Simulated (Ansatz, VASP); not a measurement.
# SiC (Moissanite 6O SiC) in two plane-wave programs

One calculation is typed for both programs; each brings its own data sets. How far apart do they land? The cell is taken from a series of runs on this material, whose earlier steps may have relaxed, scaled, displaced or heated it; both programs get it as it stands.

Program: Ansatz 0.2.0. Level of theory: plane waves, with VASP 6.6.1 beside it; relaxation of cell and atoms at PBE and zone-centre phonons at PBE. Results are calculated unless marked as measured.

**1. The structure**

The structure is hexagonal, space group P6_3mc (No. 186). The conventional cell has a = 3.095 Å, b = 3.095 Å, c = 15.186 Å, α = 90.00°, β = 90.00°, γ = 120.00°. Nearest to Si lie 4 C at 1.89 to 1.90 Å. Nearest to Si lie 4 C at 1.90 Å. Nearest to C lie 4 Si at 1.89 to 1.90 Å. C has 4 Si at 1.90 Å nearest. Nearest to C lie 4 Si at 1.89 to 1.90 Å. Farther neighbours are not listed.

**2. Ansatz: relaxation of cell and atoms, PBE**

Ansatz runs on its default PAW (the set named soft_2) files.

The relaxed volume is the usual yardstick between codes: in a stiff, nearly cubic crystal its relative difference is about their pressure difference at one cell divided by the bulk modulus.

Input file input.yaml:

```yaml
crystal:
  lattice:
    - [1.5474343528, -2.6802603656, 0.0]
    - [1.5474343528, 2.6802603656, 0.0]
    - [0.0, 0.0, 15.1862117222]
  atoms:
    - { symbol: Si, position: [0.1666627257, 0.8333372743, 0.8577075823] }
    - { symbol: Si, position: [0.8333372743, 0.1666627257, 0.3577075823] }
    - { symbol: Si, position: [0.5000000386, 0.4999999614, 0.5244808871] }
    - { symbol: Si, position: [0.4999999614, 0.5000000386, 0.0244808871] }
    - { symbol: Si, position: [0.8333309893, 0.1666690107, 0.6912136957] }
    - { symbol: Si, position: [0.1666690107, 0.8333309893, 0.1912136957] }
    - { symbol: C, position: [0.5000013904, 0.4999986096, 0.6498384397] }
    - { symbol: C, position: [0.4999986096, 0.5000013904, 0.1498384397] }
    - { symbol: C, position: [0.1666671622, 0.8333328378, 0.9826935916] }
    - { symbol: C, position: [0.8333328378, 0.1666671622, 0.4826935916] }
    - { symbol: C, position: [0.8333307849, 0.1666692151, 0.8162058037] }
    - { symbol: C, position: [0.1666692151, 0.8333307849, 0.3162058037] }
kpoints:
  mp_grid: { grid: [9, 9, 2] }
hamiltonian:
  xc: pbe
scf:
  occupations: { method: fixed }
output:
  forces: true
  stress: true
  eigenvalues: true
relax:
  adjacent_minimum: "off"
  f_tol: 0.001
  max_steps: 60
  cell: { stress_tol: 0.01 }
```

Launch:

```
ansatz run input.yaml --threads 16 --pin off --max-ram 61440MiB --backend cuda --events-out ev --progress --plain --runs-dir out --max-vram 78GiB
```

Numbers of over 12 decimals in the logs are rounded to 6 here.

What it wrote:

```text
Warning: 8 symmetry operations that the atoms keep within the bar at which the run's group was sought (crystal.symmetry.tolerance 1.0e-5, or twice it) were not taken beside the 4 unitary ones that the detection took (of a slab, those that keep its plane). If the more symmetric cell is meant, write the vectors of crystal.lattice to more decimals, or, with the positions in fractional coordinates, give it by lengths and angles (which lays the cell in the standard orientation, to which the deck's other Cartesian keys then refer), with the lengths that are meant to be equal typed equal, the angles
Engine: ansatz 0.2.0, aarch64-unknown-linux-gnu
Pseudopotentials: kind: paw
Pseudopotential: Si, paw, valence charge 4, recommended cutoff 420 eV (normal), Si.paw.azcp
Pseudopotential: C, paw, valence charge 4, recommended cutoff 420 eV (normal), C.paw.azcp
Functional definition: PBE
  parameter kappa = 0.804
  parameter beta = 0.066725
  exchange = pbe_x(kappa = kappa, mu = beta*pi^2/3)
  correlation = pbe_c(beta = beta)
device memory: the entry about to start is reckoned to put 3.8 GiB on a device that reports 177.3 GiB free (of which the cap on the GPU budget leaves the run 78.0 GiB)
GPU FFT provider: cuFFT
[...]
Basis set: ecut = 420 eV, 2451 PW (Γ), exchange–correlation on 48×48×216 points (8 copies of the dense FFT grid, shifted against one another)
[...]
k-points: 50 of 162
[...]
SCF converged after 9 iterations
[...]
- { symbol: Si, position: [0.166667, 0.833333, 0.191213] }
    - { symbol: C, position: [0.500000, 0.500000, 0.649837] }
    - { symbol: C, position: [0.500000, 0.500000, 0.149837] }
    - { symbol: C, position: [0.166667, 0.833333, 0.982694] }
    - { symbol: C, position: [0.833333, 0.166667, 0.482694] }
    - { symbol: C, position: [0.833333, 0.166667, 0.816208] }
    - { symbol: C, position: [0.166667, 0.833333, 0.316208] }
```

**3. VASP: relaxation of cell and atoms, PBE**

The same cell, functional and mesh now go to VASP, with its own data sets.

Lines of VASP's logs that name or quote its potential files are left out, and so is its time.

Input file INCAR:

```
SYSTEM = SiC
PREC = Accurate
ENCUT = 600
EDIFF = 1E-07
NELM = 120
ISMEAR = 0
SIGMA = 0.01
LREAL = .FALSE.
ALGO = Normal
GGA = PE
NBANDS = 36
LORBIT = 11
LWAVE = .FALSE.
LCHARG = .FALSE.
ISIF = 3
IBRION = 2
NSW = 80
EDIFFG = -0.005
LASPH = .TRUE.
GGA_COMPAT = .FALSE.
NELMIN = 4
EFERMI = MIDGAP
KPAR = 2
```

Input file POSCAR:

```
SiC
1.0
    1.5474343528     -2.6802603656      0.0000000000
    1.5474343528      2.6802603656      0.0000000000
    0.0000000000      0.0000000000     15.1862117222
Si C
6 6
Direct
    0.1666627257      0.8333372743      0.8577075823
    0.8333372743      0.1666627257      0.3577075823
    0.5000000386      0.4999999614      0.5244808871
    0.4999999614      0.5000000386      0.0244808871
    0.8333309893      0.1666690107      0.6912136957
    0.1666690107      0.8333309893      0.1912136957
    0.5000013904      0.4999986096      0.6498384397
    0.4999986096      0.5000013904      0.1498384397
    0.1666671622      0.8333328378      0.9826935916
    0.8333328378      0.1666671622      0.4826935916
    0.8333307849      0.1666692151      0.8162058037
    0.1666692151      0.8333307849      0.3162058037
```

Input file KPOINTS:

```
Automatic mesh
0
Gamma
9 9 2
0 0 0
```

PAW data sets: Si and C (PBE family, release 64).

Launch:

```
mpirun -np 2 vasp_std
```

What it wrote:

```text
[banner, memory and clock lines left out]
running    2 mpi-ranks, on    1 nodes
 distrk:  each k-point on    1 cores,    2 groups
 distr:  one band on    1 cores,    1 groups

 POSCAR found type information on POSCAR SiC
 POSCAR found :  2 types and      12 ions
 LDA part: xc-table for (Slater+PW92), standard interpolation
 POSCAR, INCAR and KPOINTS ok, starting setup
 FFT: planning ... GRIDC
 FFT: planning ... GRID_SOFT
 FFT: planning ... GRID
 WAVECAR not read
 entering main loop
       N       E                     dE             d eps       ncg     rms          rms(c)
DAV:   1     0.136542028024E+03    0.13654E+03   -0.23617E+04  3600   0.134E+03
DAV:   2    -0.886338869312E+02   -0.22518E+03   -0.21141E+03  4712   0.219E+02
DAV:   3    -0.101067596127E+03   -0.12434E+02   -0.12342E+02  4752   0.483E+01
DAV:   4    -0.101258969820E+03   -0.19137E+00   -0.19097E+00  4616   0.688E+00
DAV:   5    -0.101263024254E+03   -0.40544E-02   -0.40512E-02  4628   0.966E-01    0.212E+01
DAV:   6    -0.906509253752E+02    0.10612E+02   -0.31633E+01  4432   0.207E+01    0.943E+00
DAV:   7    -0.904288242830E+02    0.22210E+00   -0.30934E+00  4776   0.668E+00    0.406E+00
DAV:   8    -0.903843753461E+02    0.44449E-01   -0.18927E-01  4376   0.176E+00    0.128E+00
DAV:   9    -0.903799384425E+02    0.44369E-02   -0.28155E-02  4488   0.778E-01    0.183E-01
DAV:  10    -0.903806422394E+02   -0.70380E-03   -0.22937E-03  4520   0.205E-01    0.955E-02
DAV:  11    -0.903807915306E+02   -0.14929E-03   -0.33429E-04  4160   0.989E-02    0.190E-02
DAV:  12    -0.903807937397E+02   -0.22091E-05   -0.12533E-05  4688   0.169E-02    0.837E-03
DAV:  13    -0.903807952602E+02   -0.15205E-05   -0.14927E-06  4400   0.566E-03    0.229E-03
DAV:  14    -0.903807955147E+02   -0.25447E-06   -0.57048E-08  3060   0.151E-03    0.110E-03
DAV:  15    -0.903807957080E+02   -0.19333E-06   -0.90133E-08  2760   0.155E-03    0.561E-04
DAV:  16    -0.903807957400E+02   -0.31995E-07   -0.76602E-09  2512   0.624E-04
   1 F= -.90380796E+02 E0= -.90380796E+02  d E =-.903808E+02
 curvature:   0.00 expect dE= 0.000E+00 dE for cont linesearch  0.000E+00
 trial: gam= 0.00000 g(F)=  0.649E-06 g(S)=  0.202E-03 ort = 0.000E+00 (trialstep = 0.100E+01)
 search vector abs. value=  0.203E-03
 bond charge predicted
       N       E                     dE             d eps       ncg     rms          rms(c)
DAV:   1    -0.903808725189E+02   -0.76811E-04   -0.33724E-03  4116   0.305E-01    0.696E-02
DAV:   2    -0.903808142525E+02    0.58266E-04   -0.13610E-04  4388   0.511E-02    0.344E-02
DAV:   3    -0.903808018478E+02    0.12405E-04   -0.45971E-05  4356   0.262E-02    0.665E-03
DAV:   4    -0.903808005983E+02    0.12496E-05   -0.42282E-06  4464   0.813E-03    0.318E-03
DAV:   5    -0.903808009388E+02   -0.34057E-06   -0.36196E-07  4004   0.252E-03    0.263E-03
DAV:   6    -0.903808012879E+02   -0.34907E-06   -0.26858E-08  2436   0.757E-04    0.933E-04
DAV:   7    -0.903808014323E+02   -0.14443E-06   -0.36295E-08  2336   0.752E-04    0.168E-04
DAV:   8    -0.903808014241E+02    0.82928E-08   -0.49023E-09  2220   0.332E-04
   2 F= -.90380801E+02 E0= -.90380801E+02  d E =-.568407E-05
 trial-energy change:   -0.000006  1 .order    0.000001   -0.000203    0.000205
 step:   0.5221(harm=  0.4975)  dis= 0.00004  next Energy=   -90.380850 (dE=-0.539E-04)
 bond charge predicted
       N       E                     dE             d eps       ncg     rms          rms(c)
DAV:   1    -0.903808718424E+02   -0.70410E-04   -0.76972E-04  4036   0.145E-01    0.333E-02
DAV:   2    -0.903808560946E+02    0.15748E-04   -0.30862E-05  4364   0.243E-02    0.165E-02
DAV:   3    -0.903808508884E+02    0.52062E-05   -0.10508E-05  4336   0.125E-02    0.317E-03
DAV:   4    -0.903808502681E+02    0.62036E-06   -0.97125E-07  4420   0.389E-03    0.151E-03
DAV:   5    -0.903808498735E+02    0.39459E-06   -0.76285E-08  2408   0.121E-03    0.105E-03
DAV:   6    -0.903808495945E+02    0.27903E-06   -0.26053E-08  2228   0.723E-04    0.287E-04
DAV:   7    -0.903808496002E+02   -0.57416E-08   -0.52502E-09  2104   0.355E-04
   3 F= -.90380850E+02 E0= -.90380850E+02  d E =-.538602E-04
 curvature:  -0.25 expect dE=-0.142E-06 dE for cont linesearch -0.124E-06
 trial: gam= 0.00000 g(F)=  0.457E-07 g(S)=  0.526E-06 ort =-0.101E-04 (trialstep = 0.904E+00)
 search vector abs. value=  0.571E-06
 reached required accuracy - stopping structural energy minimisation
```

Parts of OUTCAR (step 3):

```text
ion  position               nearest neighbor table
   1  0.167  0.833  0.858-  11 1.89  11 1.89  11 1.89   9 1.90   5 3.10   5 3.10   5 3.10   4 3.10
                             4 3.10   4 3.10
   2  0.833  0.167  0.358-  12 1.89  12 1.89  12 1.89  10 1.90   6 3.10   6 3.10   6 3.10   3 3.10
                             3 3.10   3 3.10
   3  0.500  0.500  0.524-  10 1.90  10 1.90  10 1.90   7 1.90   5 3.10   5 3.10   5 3.10   2 3.10
                             2 3.10   2 3.10
   4  0.500  0.500  0.024-   9 1.90   9 1.90   9 1.90   8 1.90   6 3.10   6 3.10   6 3.10   1 3.10
                             1 3.10   1 3.10
   5  0.833  0.167  0.691-   7 1.89   7 1.89   7 1.89  11 1.90   1 3.10   1 3.10   1 3.10   3 3.10
                             3 3.10   3 3.10
   6  0.167  0.833  0.191-   8 1.89   8 1.89   8 1.89  12 1.90   2 3.10   2 3.10   2 3.10   4 3.10
                             4 3.10   4 3.10
   7  0.500  0.500  0.650-   5 1.89   5 1.89   5 1.89   3 1.90
   8  0.500  0.500  0.150-   6 1.89   6 1.89   6 1.89   4 1.90
   9  0.167  0.833  0.983-   4 1.90   4 1.90   4 1.90   1 1.90
  10  0.833  0.167  0.483-   3 1.90   3 1.90   3 1.90   2 1.90
  11  0.833  0.167  0.816-   1 1.89   1 1.89   1 1.89   5 1.90
  12  0.167  0.833  0.316-   2 1.89   2 1.89   2 1.89   6 1.90

  LATTYP: Found a hexagonal cell.
 ALAT       =     3.0948907418
 C/A-ratio  =     4.9068652141

 Subroutine GETGRP returns: Found  4 space group operations
 (whereof  2 operations were pure point group operations)

The static configuration has the point symmetry C_1h.
 The point group associated with its full space group is C_2v.

 Found     50 irreducible k-points:

   k-points           NKPTS =     50   k-points in BZ     NKDIM =     50   number of bands    NBANDS=     36

   dimension x,y,z NGX =    28 NGY =   28 NGZ =  126
   dimension x,y,z NGXF=    56 NGYF=   56 NGZF=  252

   ENCUT  =  600.0 eV  44.10 Ry    6.64 a.u.   6.18  6.18 30.33*2*pi/ulx,y,z

   NELECT =      48.0000    total number of electrons

 k-points in reciprocal lattice and weights: Automatic mesh
   0.00000000  0.00000000  0.00000000       0.006
   0.11111111 -0.00000000  0.00000000       0.025
  -0.11111111  0.11111111  0.00000000       0.012
   0.22222222  0.00000000  0.00000000       0.025
  -0.22222222  0.22222222  0.00000000       0.012
   0.33333333 -0.00000000  0.00000000       0.025
  -0.33333333  0.33333333  0.00000000       0.012
   0.44444444  0.00000000  0.00000000       0.025
  -0.44444444  0.44444444  0.00000000       0.012
[...]
0.44444444  0.33333333  0.50000000       0.025
   0.33333333  0.33333333  0.50000000       0.012

 average (electrostatic) potential at core
       1 -80.5560       2 -80.5560       3 -80.6030       4 -80.6030       5 -80.5393
       6 -80.5393       7 -44.9502       8 -44.9502       9 -45.0266      10 -45.0266
      11 -44.9662      12 -44.9662

 E-fermi :   9.0550

 k-point     1 :       0.0000    0.0000    0.0000
  band No.  band energies     occupation
    ...
     20       7.6978      2.00000
     21       7.6978      2.00000
     22       7.9627      2.00000
     23       7.9984      2.00000
     24       7.9984      2.00000
     25      13.0581      0.00000
     26      13.2303      0.00000
     27      13.6331      0.00000
     28      14.1435      0.00000
     29      14.1449      0.00000
    ...

 k-point     2 :       0.1111   -0.0000    0.0000
  band No.  band energies     occupation
    ...
     20       7.2596      2.00000
     21       7.4478      2.00000
     22       7.5020      2.00000
     23       7.8272      2.00000
     24       7.9040      2.00000
     25      13.3036      0.00000
     26      13.5732      0.00000
     27      13.7051      0.00000
     28      14.2576      0.00000
     29      14.3895      0.00000
    ...

 k-point     3 :      -0.1111    0.1111    0.0000
  band No.  band energies     occupation
    ...
     20       7.2596      2.00000
     21       7.4479      2.00000
     22       7.5020      2.00000
     23       7.8272      2.00000
     24       7.9040      2.00000
     25      13.3036      0.00000
     26      13.5732      0.00000
     27      13.7052      0.00000
     28      14.2576      0.00000
     29      14.3895      0.00000
    ...

  Total        0.0077886      0.0066131      0.0051340      0.0000000      0.0000000      0.0000000
  in kB        0.0991410      0.0841784      0.0653513      0.0000000      0.0000000      0.0000000
  external PRESSURE =       0.0828902 kB  Pullay stress =       0.0000000 kB

  energy-cutoff  :      600.00
  volume of cell :      125.87
      direct lattice vectors                 reciprocal lattice vectors
     1.547028392 -2.679543279  0.000000000     0.323200274 -0.186598964  0.000000000
     1.547028392  2.679543279  0.000000000     0.323200274  0.186598964  0.000000000
     0.000000000  0.000000000 15.181884091     0.000000000  0.000000000  0.065867978

 POSITION                                       TOTAL-FORCE (eV/Angst)
 -----------------------------------------------------------------------------------
      1.54703      1.78638     13.02159         0.000000     -0.000077     -0.000037
      1.54703     -1.78638      5.43065         0.000000      0.000077     -0.000037
      1.54703     -0.00000      7.96262         0.000000      0.000014     -0.000279
      1.54703      0.00000      0.37168         0.000000     -0.000014     -0.000279
      1.54703     -1.78636     10.49395         0.000000     -0.000066     -0.000270
      1.54703      1.78636      2.90301         0.000000      0.000066     -0.000270
      1.54703     -0.00000      9.86574         0.000000      0.000071      0.000132
      1.54703      0.00000      2.27479         0.000000     -0.000071      0.000132
      1.54703      1.78636     14.91913         0.000000      0.000061     -0.000074
      1.54703     -1.78636      7.32819         0.000000     -0.000061     -0.000074
      1.54703     -1.78635     12.39158         0.000000     -0.000004      0.000528
      1.54703      1.78635      4.80064         0.000000      0.000004      0.000528
 -----------------------------------------------------------------------------------
    total drift:                               -0.000000     -0.000000     -0.000224

  FREE ENERGIE OF THE ION-ELECTRON SYSTEM (eV)
  ---------------------------------------------------
  free  energy   TOTEN  =       -90.3808496002 eV

  energy  without entropy=      -90.3808496002  energy(sigma->0) =      -90.38084960

 reached required accuracy - stopping structural energy minimisation

 total charge
# of ion       s       p       d       tot
------------------------------------------
    1        0.706   0.962   0.000   1.668
    2        0.706   0.962   0.000   1.668
    3        0.706   0.960   0.000   1.666
    4        0.706   0.960   0.000   1.666
    5        0.707   0.959   0.000   1.665
    6        0.707   0.959   0.000   1.665
    7        0.835   1.697   0.000   2.532
    8        0.835   1.697   0.000   2.532
    9        0.834   1.696   0.000   2.530
   10        0.834   1.696   0.000   2.530
   11        0.834   1.697   0.000   2.531
   12        0.834   1.697   0.000   2.531
--------------------------------------------------
tot          9.246  15.941   0.000  25.187

[... 3 further parts left out ...]
```

**4. Comparison**

Known differences besides the potentials themselves: fixed occupations in Ansatz, narrow Gaussian smearing in VASP; the cutoff is 420 eV in Ansatz and 600 eV in VASP. Total energies have different zeros and are not compared.

Compared:

```
                                         quantity  Ansatz    VASP  difference
                                      volume (Å³)  125.98  125.87     +0.09 %
edge a after relaxation, in the typed setting (Å)   3.095   3.094     +0.03 %
edge c after relaxation, in the typed setting (Å)  15.187  15.182     +0.03 %
```

(Continued in part 2 of 2.)

[Lines on the potential files, build, host, timing and source positions are cut from VASP's logs without a mark.]

[Logs are printed without paths, hosts, clocks, repeated set-up lines and the standing remarks that a program may print on its own settings, such as how far it seeks lower states.]

[Hosts, paths, dates, database ids (printed as entryN), source tags and the programs' standing remarks are cut or masked in the printed files.]
